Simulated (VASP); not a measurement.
WS2: Born charges and dielectric tensor with LDA

WS2:

```
CELL_PARAMETERS angstrom
3.12954 0.00000 0.00000
-1.56477 2.71026 0.00000
0.00000 0.00000 12.17782
ATOMIC_POSITIONS crystal
W 0.33333 0.66667 0.25000
W 0.66667 0.33333 0.75000
S 0.33333 0.66667 0.62164
S 0.66667 0.33333 0.12164
S 0.33333 0.66667 0.87836
S 0.66667 0.33333 0.37836
```

The cell is a database's computed one.

| Quantity | Value |
| --- | --- |
| Program | VASP 6.6.1 |
| Task | Born charges and dielectric tensor |
| Functional | LDA |
| Potentials or basis | VASP PAW LDA potentials, release 64 (W_sv, S) |
| Cutoff | 600 eV |
| k mesh | 12 × 12 × 2 |
| Occupations | gaussian, width 0.02 eV |
| Spin | no spin polarisation |
| Further INCAR settings | ALGO = Normal; EDIFF = 1e-08; IBRION = 8; NSW = 1 |

| Property | Result |
| --- | --- |
| Band gap on the k mesh | 0.86 eV, indirect (least direct gap 1.88 eV) |
| Electronic dielectric tensor (diagonal) | 14.03, 14.04, 6.77 |
| Born charges (mean of the diagonal) | W -0.65; S +0.33 e |
| Highest phonon frequency at Γ, LO-TO splitting left out | 441 cm⁻¹ |

Levels at points of the mesh, in eV from the valence-band top:
```tsv
k point	band 23	band 24	band 25	band 26	band 27	band 28	band 29	band 30
(0.00, 0.00, 0.00)	-2.23	-1.45	-1.39	0.00	2.32	2.32	2.33	2.34
(0.50, 0.00, 0.00)	-1.96	-1.77	-1.73	-1.58	2.33	2.38	2.55	2.94
(0.50, 0.50, 0.00)	-1.96	-1.77	-1.73	-1.58	2.33	2.38	2.55	2.94
(0.00, 0.00, 0.50)	-2.26	-2.26	-0.33	-0.33	2.31	2.31	2.31	2.31
(0.50, 0.00, 0.50)	-1.85	-1.85	-1.66	-1.66	2.35	2.35	2.78	2.78
(0.50, 0.50, 0.50)	-1.85	-1.85	-1.66	-1.66	2.35	2.35	2.78	2.78
```

Phonon frequencies in cm⁻¹ (negative: imaginary):
```csv
q point,frequencies
"(0.000, 0.000, 0.000)",0 0 0 28 28 43 297 297 300 300 357 357 357 357 421 422 437 441
```

Electronic dielectric tensor:
```
14.03  0.00  0.00
 0.00 14.04  0.00
 0.00  0.00  6.77
```

Born effective charge tensors (e):
atom 1, W
```
-0.69  0.00  0.00
 0.00 -0.69  0.00
 0.00  0.00 -0.57
```
atom 2, W
```
-0.69  0.00  0.00
 0.00 -0.69  0.00
 0.00  0.00 -0.57
```
atom 3, S
```
0.35 0.00 0.00
0.00 0.35 0.00
0.00 0.00 0.28
```
atom 4, S
```
0.35 0.00 0.00
0.00 0.35 0.00
0.00 0.00 0.28
```
atom 5, S
```
0.35 0.00 0.00
0.00 0.35 0.00
0.00 0.00 0.28
```
atom 6, S
```
0.35 0.00 0.00
0.00 0.35 0.00
0.00 0.00 0.28
```

Wall time 81 min on 1 thread of Intel(R) Xeon(R) 6975P-C (Granite Rapids), on a shared host, peak memory 1.4 GiB.

Caveat: spin-orbit coupling is left out, which moves the levels of the heavy elements. A k mesh can miss the band edges.
